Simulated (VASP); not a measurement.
A VASP calculation is set up with these files.

**KPOINTS**
```
Automatic
0
gamma
  7 7 7
```

**INCAR**
```
SYSTEM = AgI
PREC = Accurate
ENCUT = 520
EDIFF = 1E-7
NELM = 100
ALGO = Normal
LREAL = .FALSE.
LASPH = .TRUE.
ISMEAR = 0
SIGMA = 0.05
GGA = RE
LMAXMIX = 4
LWAVE = .FALSE.
LCHARG = .FALSE.
ISIF = 2
```

POSCAR:
```
AgI
1
    0.0000000000     3.3028450850     3.3028450850
    3.3028450850     0.0000000000     3.3028450850
    3.3028450850     3.3028450850     0.0000000000
Ag I
1 1
Direct
  0.0000000000   0.0000000000   0.0000000000
  0.2500000000   0.2500000000   0.2500000000
```

POTCAR, in this order: Ag I (PBE.64 set). Program: vasp_std.

Question: Write an equivalent input for Quantum ESPRESSO's pw.x.

Answer: One equivalent input (not run):
```
&CONTROL
  calculation = 'scf'
  pseudo_dir = './pseudo'
  outdir = './out'
  tprnfor = .true.
  tstress = .true.
/
&SYSTEM
  ibrav = 0
  nat = 2
  ntyp = 2
  ecutwfc = 82
  occupations = 'smearing'
  smearing = 'gaussian'
  degauss = 0.003675
  input_dft = 'revpbe'
/
&ELECTRONS
  conv_thr = 7.3e-09
  electron_maxstep = 100
/
ATOMIC_SPECIES
  Ag 107.868 Ag.upf
  I 126.904 I.upf
CELL_PARAMETERS angstrom
     0.0000000    3.3028451    3.3028451
     3.3028451    0.0000000    3.3028451
     3.3028451    3.3028451    0.0000000
ATOMIC_POSITIONS crystal
  Ag   0.0000000  0.0000000  0.0000000
  I    0.2500000  0.2500000  0.2500000
K_POINTS automatic
  7 7 7 0 0 0
```
What does not carry over: the potentials are each code's own (VASP's PAW set, PseudoDojo norm-conserving files in pw.x), so ENCUT and ecutwfc are chosen apart and not converted; conv_thr bounds pw.x's estimated SCF error, while EDIFF bounds the energy change between steps.

The compound is AgI in the zinc blende structure, whereas wurtzite is the usual form. This cell is one point of a volume scan, at 0.94 of the reference volume.
